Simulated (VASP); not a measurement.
Calculation: LDA (Ceperley-Alder, Perdew-Zunger), VASP's LDA PAW potentials (set 64) (plane waves; VASP 6.6.1).

A VASP calculation is set up with these files.

File KPOINTS:
```
Automatic mesh
0
Gamma
5 5 5
0 0 0
```

### POSCAR
```
CsSnI3
1.0
  6.0467277103   0.0000000000   0.0000000000
  0.0000000000   6.0467277103   0.0000000000
  0.0000000000   0.0000000000   6.0467277103
Cs Sn I
1 1 3
Direct
  0.0000000000   0.0000000000   0.0000000000
  0.5000000000   0.5000000000   0.5000000000
  0.5000000000   0.0000000000   0.5000000000
  0.0000000000   0.5000000000   0.5000000000
  0.5000000000   0.5000000000   0.0000000000
```

**INCAR**
```
EDIFF=1E-6
LREAL=.False.
LASPH=.True.   # aspherical one-centre terms
PREC=Accurate
EDIFFG=-0.02   # ionic stop
LCHARG=.False.
LMAXMIX=4
NELM=100   # most electronic steps
SYSTEM=CsSnI3
LWAVE=.False.
ALGO=Normal   # blocked Davidson
SIGMA=0.1   # width (eV)
NSW=60   # most ionic steps
ISIF=3
ISMEAR=1
IBRION=2   # conjugate gradients
ENCUT=520
```

POTCAR, in this order: Cs_sv Sn_d I (LDA.64 set). Program: vasp_std.

What VASP printed:

OUTCAR:
```
 ion  position               nearest neighbor table
   1  0.000  0.000  0.000-
   2  0.500  0.500  0.500-   3 3.02   4 3.02   5 3.02   5 3.02   3 3.02   4 3.02
   3  0.500  0.000  0.500-   2 3.02   2 3.02
   4  0.000  0.500  0.500-   2 3.02   2 3.02
   5  0.500  0.500  0.000-   2 3.02   2 3.02
  LATTYP: Found a simple cubic cell.
 ALAT       =     6.0467277103
 Subroutine PRICEL returns:
 Original cell was already a primitive cell.
 Subroutine GETGRP returns: Found 48 space group operations
The static configuration has the point symmetry O_h .
The dynamic configuration has the point symmetry O_h .
 Subroutine INISYM returns: Found 48 space group operations
 Subroutine IBZKPT returns following result:
 Found     10 irreducible k-points:

 Following reciprocal coordinates:
            Coordinates               Weight
  0.000000  0.000000  0.000000      1.000000
  0.200000  0.000000  0.000000      6.000000
  0.400000  0.000000  0.000000      6.000000
  0.200000  0.200000  0.000000     12.000000
  0.400000  0.200000  0.000000     24.000000
  0.400000  0.400000  0.000000     12.000000
...
```

**OSZICAR**
```
       N       E                     dE             d eps       ncg     rms          rms(c)
DAV:   1     0.368062519702E+03    0.36806E+03   -0.18736E+04   520   0.158E+03
DAV:   2     0.343225914938E+02   -0.33374E+03   -0.32742E+03   594   0.332E+02
DAV:   3    -0.142416567344E+02   -0.48564E+02   -0.47884E+02   644   0.130E+02
DAV:   4    -0.162773351182E+02   -0.20357E+01   -0.20336E+01   628   0.304E+01
DAV:   5    -0.163427264926E+02   -0.65391E-01   -0.65379E-01   824   0.561E+00    0.520E+00
DAV:   6    -0.161762005801E+02    0.16653E+00   -0.31091E-01   706   0.327E+00    0.343E+00
DAV:   7    -0.161521343227E+02    0.24066E-01   -0.23023E-01   722   0.215E+00    0.716E-01
DAV:   8    -0.161488112057E+02    0.33231E-02   -0.37605E-02   624   0.129E+00    0.253E-01
DAV:   9    -0.161487783369E+02    0.32869E-04   -0.24563E-03   736   0.377E-01    0.634E-02
DAV:  10    -0.161487389360E+02    0.39401E-04   -0.20971E-04   720   0.960E-02    0.320E-02
DAV:  11    -0.161487365752E+02    0.23608E-05   -0.11054E-04   676   0.673E-02    0.286E-02
DAV:  12    -0.161487331053E+02    0.34699E-05   -0.18143E-05   652   0.224E-02    0.151E-02
DAV:  13    -0.161487330192E+02    0.86073E-07   -0.15784E-06   530   0.693E-03
   1 F= -.16148733E+02 E0= -.16148857E+02  d E =-.161487E+02
       N       E                     dE             d eps       ncg     rms          rms(c)
DAV:   1    -0.161853848709E+02   -0.36652E-01   -0.73578E-01   658   0.777E+00    0.103E+00
DAV:   2    -0.161579776734E+02    0.27407E-01   -0.50084E-02   630   0.209E+00    0.425E-01
DAV:   3    -0.161513437734E+02    0.66339E-02   -0.19720E-02   694   0.114E+00    0.163E-01
DAV:   4    -0.161510803901E+02    0.26338E-03   -0.55209E-04   598   0.161E-01    0.135E-01
DAV:   5    -0.161509556585E+02    0.12473E-03   -0.21241E-04   788   0.121E-01    0.323E-02
DAV:   6    -0.161509506655E+02    0.49930E-05   -0.32789E-05   634   0.560E-02    0.485E-03
DAV:   7    -0.161509504772E+02    0.18833E-06   -0.13692E-06   384   0.695E-03
   2 F= -.16150950E+02 E0= -.16151074E+02  d E =-.221746E-02
```

### OUTCAR
```
------------------------ aborting loop because EDIFF is reached ----------------------------------------
  FORCE on cell =-STRESS in cart. coord.  units (eV):
  Direction    XX          YY          ZZ          XY          YZ          ZX
  --------------------------------------------------------------------------------------
  Total       -0.0528477     -0.0528477     -0.0528477      0.0000000      0.0000000      0.0000000
  in kB       -0.3870691     -0.3870691     -0.3870691      0.0000000      0.0000000      0.0000000
  external PRESSURE =      -0.3870691 kB  Pullay stress =       0.0000000 kB
  volume of cell :      218.75
      direct lattice vectors                 reciprocal lattice vectors
     6.025354399 -0.000000000 -0.000000000     0.165965341  0.000000000  0.000000000
    -0.000000000  6.025354399  0.000000000     0.000000000  0.165965341  0.000000000
    -0.000000000 -0.000000000  6.025354399     0.000000000 -0.000000000  0.165965341
 POSITION                                       TOTAL-FORCE (eV/Angst)
 -----------------------------------------------------------------------------------
      0.00000      0.00000      0.00000        -0.000000      0.000000      0.000000
      3.01268      3.01268      3.01268         0.000000     -0.000000      0.000000
      3.01268     -0.00000      3.01268        -0.000000      0.000000      0.000000
     -0.00000      3.01268      3.01268        -0.000000      0.000000      0.000000
      3.01268      3.01268     -0.00000        -0.000000      0.000000      0.000000
 -----------------------------------------------------------------------------------
    total drift:                                0.000000     -0.000000     -0.000000
  FREE ENERGIE OF THE ION-ELECTRON SYSTEM (eV)
  ---------------------------------------------------
  free  energy   TOTEN  =       -16.1509504772 eV

  energy  without entropy=      -16.1513215759  energy(sigma->0) =      -16.15107418

 reached required accuracy - stopping structural energy minimisation
```
(Selected blocks of OUTCAR.)

File CONTCAR:
```
CsSnI3
   1.00000000000000
     6.0253543993132430   -0.0000000000000000   -0.0000000000000000
    -0.0000000000000000    6.0253543993132430    0.0000000000000000
    -0.0000000000000000   -0.0000000000000000    6.0253543993132430
  Cs              Sn              I
     1     1     3
Direct
     0.0000000000000000    0.0000000000000000    0.0000000000000000
     0.5000000000000000    0.5000000000000000    0.5000000000000000
     0.5000000000000000    0.0000000000000000    0.5000000000000000
     0.0000000000000000    0.5000000000000000    0.5000000000000000
     0.5000000000000000    0.5000000000000000    0.0000000000000000
```

The compound is CsSnI3 in the cubic perovskite structure, the ideal cubic form; the compound distorts at low or room temperature. This run relaxes it. Symmetry was kept, so distortions that lower it aren't found. The start is the result of an earlier pass.
